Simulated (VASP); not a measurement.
Input for VASP

File POSCAR:
```
Mo
1
   -1.5976592328     1.5976592328     1.5976592328
    1.5976592328    -1.5976592328     1.5976592328
    1.5976592328     1.5976592328    -1.5976592328
Mo
1
Direct
  0.0000000000   0.0000000000   0.0000000000
```

**KPOINTS**
```
Automatic mesh
0
Gamma
16 16 16
0 0 0
```

### INCAR
```
SYSTEM = Mo
PREC = Accurate; ENCUT = 520; LREAL = .False.
LASPH = .True.
EDIFF = 1E-7; NELM = 100; ALGO = Normal
LMAXMIX = 4
ISMEAR = 1; SIGMA = 0.1
GGA = BO; LUSE_VDW = .True.; AGGAC = 0.0
PARAM1 = 0.1833333333; PARAM2 = 0.22
ISIF = 2
LWAVE = .False.; LCHARG = .False.
```

POTCAR, in this order: Mo_sv (PBE.64 set). Program: vasp_std.

Q: Write an equivalent input for Quantum ESPRESSO's pw.x.

A: One equivalent input (not run):
```
&CONTROL
  calculation = 'scf'
  pseudo_dir = './pseudo'
  outdir = './out'
  tprnfor = .true.
  tstress = .true.
/
&SYSTEM
  ibrav = 0
  nat = 1
  ntyp = 1
  ecutwfc = 80
  occupations = 'smearing'
  smearing = 'methfessel-paxton'
  degauss = 0.00735
  input_dft = 'vdw-df-obk8'
/
&ELECTRONS
  conv_thr = 7.3e-09
  electron_maxstep = 100
/
ATOMIC_SPECIES
  Mo 95.950 Mo.upf
CELL_PARAMETERS angstrom
    -1.5976592    1.5976592    1.5976592
     1.5976592   -1.5976592    1.5976592
     1.5976592    1.5976592   -1.5976592
ATOMIC_POSITIONS crystal
  Mo   0.0000000  0.0000000  0.0000000
K_POINTS automatic
  16 16 16 0 0 0
```
The two are equivalent in intent, not identical: the potentials are each code's own (VASP's PAW set, PseudoDojo norm-conserving files in pw.x), so ENCUT and ecutwfc are chosen apart and not converted; conv_thr bounds pw.x's estimated SCF error, while EDIFF bounds the energy change between steps.

The compound is Mo in the bcc structure. This cell is one point of a volume scan, at 1.03 of the reference volume.
